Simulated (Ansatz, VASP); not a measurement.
BiIr in VASP and in Ansatz

The input INCAR:

```
  PREC = Accurate
  ENCUT = 520
  EDIFF = 1E-6
  ISMEAR = 0
  SIGMA = 0.05
  LREAL = False
  LASPH = True
  NELM = 100
  ALGO = Normal
  ISIF = 2
  LWAVE = False
  LCHARG = False
  GGA = PE
  NBANDS = 19
```

The input KPOINTS:

```
regular mesh
0
Gamma
  6 6 6
```

File POSCAR:

```
BiIr
1.0
    0.0000000000      3.0016607102      3.0016607102
    3.0016607102      0.0000000000      3.0016607102
    3.0016607102      3.0016607102      0.0000000000
Ir Bi
1 1
Direct
    0.0000000000      0.0000000000      0.0000000000
    0.2500000000      0.2500000000      0.2500000000
```

Input for Ansatz:

```yaml
crystal:
  lattice:
    - [0.0, 3.0016607102, 3.0016607102]
    - [3.0016607102, 0.0, 3.0016607102]
    - [3.0016607102, 3.0016607102, 0.0]
  atoms:
    - { symbol: Ir, position: [0.0, 0.0, 0.0] }
    - { symbol: Bi, position: [0.25, 0.25, 0.25] }
basis:
  ecutwfc: 420
  ecutrho_ratio: 4
kpoints:
  mp_grid: { grid: [6, 6, 6] }
hamiltonian:
  xc: pbe
scf:
  occupations: { method: gaussian, width: 0.05 }
output:
  forces: true
  stress: true
  eigenvalues: true
```

Alike in both runs: task single point; functional PBE; k mesh 6 × 6 × 6; occupations gaussian, width 0.05 eV; no spin polarisation.

|  | VASP | Ansatz |
| --- | --- | --- |
| version | VASP 6.6.1 | Ansatz 0.2.0 |
| potentials or method | VASP PAW PBE potentials, release 64 (Ir, Bi_d) | scalar-relativistic, plane waves, PAW |
| plane-wave cutoff (eV) | 520 | 420 |
| valence electrons in the cell | 24 | 32 |

VASP gave:

* gap on the k mesh at the Fermi level (eV): none
* pressure (GPa): 6.4

Problem. What did Ansatz give for the same quantities?

Solution. gap on the k mesh at the Fermi level (eV): none; pressure (GPa): 6.3.

A gap of «none» marks a metal or a gap that the smearing closes. The functional is the same, so the differences come from potentials, cutoffs and numerics. The two sets of potentials don't hold the same shells in valence.

Caveats: spin-orbit coupling is left out, which moves the levels of the heavy elements.
